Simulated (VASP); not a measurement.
Level of theory: PBE GGA, VASP's PBE PAW potentials (set 64) (plane waves; VASP).

VASP ran on this input.

KPOINTS:
```
K-points
0
Gamma
 10 10 10
```

### POSCAR
```
TiB2
1.0
  1.5761275828  -2.7299330801   0.0000000000
  1.5761275828   2.7299330801   0.0000000000
  0.0000000000   0.0000000000   3.3572814571
Ti B
1 2
Cartesian
  0.0000000000   0.0000000000   0.0000000000
  1.5761275828   0.9099795133   1.6786407286
  1.5761275828  -0.9099795133   1.6786407286
```

INCAR:
```
SYSTEM=TiB2
PREC=Accurate; ENCUT=600; LREAL=F
LASPH=T
EDIFF=1E-7; NELM=100; ALGO=Normal
LMAXMIX=4
ISMEAR=1; SIGMA=0.1
GGA=PE
ISIF=2
LWAVE=F; LCHARG=F
```

POTCAR, in this order: Ti_sv B (PBE.64 set). Program: vasp_std.

### Question
What will the output report for the number of irreducible k-points (NKPTS), number of bands (NBANDS), largest plane-wave count, number of space-group operations, FFT grid (NGX, NGY, NGZ)?

### Answer

```
Quantity                                       Value
--------------------------------------  ------------
number of irreducible k-points (NKPTS)            84
number of bands (NBANDS)                          13
largest plane-wave count                         998
number of space-group operations                  24
FFT grid (NGX, NGY, NGZ)                28 × 28 × 28
```

The compound is TiB2 in the AlB2 type structure. This cell was strained or had an atom moved on purpose.
